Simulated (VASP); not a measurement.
Level of theory: PBEsol GGA, VASP's PBE PAW potentials (set 64) (plane waves; VASP 6.6.1).

Input for VASP

**INCAR**
```
EDIFFG=-0.01   # ionic stop
ISMEAR=0   # Gaussian
LASPH=.TRUE.
ENCUT=400   # plane-wave cut-off (eV)
LREAL=.FALSE.   # projection in real space or not
LCHARG=.FALSE.
NELM=100
SIGMA=0.05
LWAVE=.FALSE.
ISIF=3   # ions, shape and volume
GGA=PS   # PBEsol
EDIFF=1E-6
PREC=Accurate
NSW=60
ALGO=Normal   # blocked Davidson
SYSTEM=MgS
IBRION=2   # conjugate gradients
```

### POSCAR
```
MgS
1
    0.0000000000     2.5889242684     2.5889242684
    2.5889242684     0.0000000000     2.5889242684
    2.5889242684     2.5889242684     0.0000000000
Mg S
1 1
Direct
  0.0000000000   0.0000000000   0.0000000000
  0.5000000000   0.5000000000   0.5000000000
```

### KPOINTS
```
K-points
0
gamma
  8 8 8
0 0 0
```

POTCAR, in this order: Mg S (PBE.64 set). Program: vasp_std.

Q: Predict the energy per atom (σ→0), band gap (on the k-mesh).

A: 
```yaml
energy per atom (σ→0): -4.537 eV/atom
band gap (on the k-mesh): 2.73 eV
```

### OSZICAR
```
...
DAV:   6    -0.911839804311E+01    0.32168E+00   -0.80999E-01   496   0.441E+00    0.315E+00
DAV:   7    -0.907717158719E+01    0.41226E-01   -0.20029E-01   592   0.232E+00    0.197E+00
DAV:   8    -0.907463985982E+01    0.25317E-02   -0.87792E-03   584   0.751E-01    0.693E-01
DAV:   9    -0.907452667795E+01    0.11318E-03   -0.36268E-04   544   0.149E-01    0.241E-01
DAV:  10    -0.907453162092E+01   -0.49430E-05   -0.47733E-05   648   0.426E-02    0.516E-02
DAV:  11    -0.907453376890E+01   -0.21480E-05   -0.78534E-07   528   0.780E-03    0.139E-02
DAV:  12    -0.907453371731E+01    0.51587E-07   -0.59728E-08   320   0.154E-03
   1 F= -.90745337E+01 E0= -.90745337E+01  d E =-.907453E+01
```

The structure was generated: MgS was put into the rock salt type (Fm-3m), which need not be its known phase. It was relaxed first, which changed the volume by -7 %. The start is the result of an earlier pass.
